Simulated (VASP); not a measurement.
```xyz
3
Lattice="2.0437 -3.5397 0.0000 2.0437 3.5397 0.0000 0.0000 0.0000 5.3819" Properties=species:S:1:pos:R:3 pbc="T T T"
Te     2.0437     1.1799     1.3862
Te     2.0437    -1.1799     3.9957
Pt     0.0000     0.0000     0.0000
```

Computed with optB88-vdW, VASP's PBE PAW potentials (set 64) (plane waves; VASP). Numerical set-up: 520 eV cut-off, 10×10×7 Γ-centred mesh, tetrahedra with Blöchl corrections, potentials Te Pt.

Unless said otherwise, spin-orbit coupling is left out, though it shifts the bands of the heavy elements here.

Question: Predict the energy per atom (σ→0), band gap (on the k-mesh) with the smallest direct gap where there is one.

Answer: 
- band gap (on the k-mesh) = none (metal, semimetal or under 0.01 eV)
- energy per atom (σ→0) = -2.355 eV/atom

Only differences to runs with the same potentials and settings are physical.

The compound is PtTe2 in the 1T layered structure. It was relaxed first, which changed the volume by +6 %.
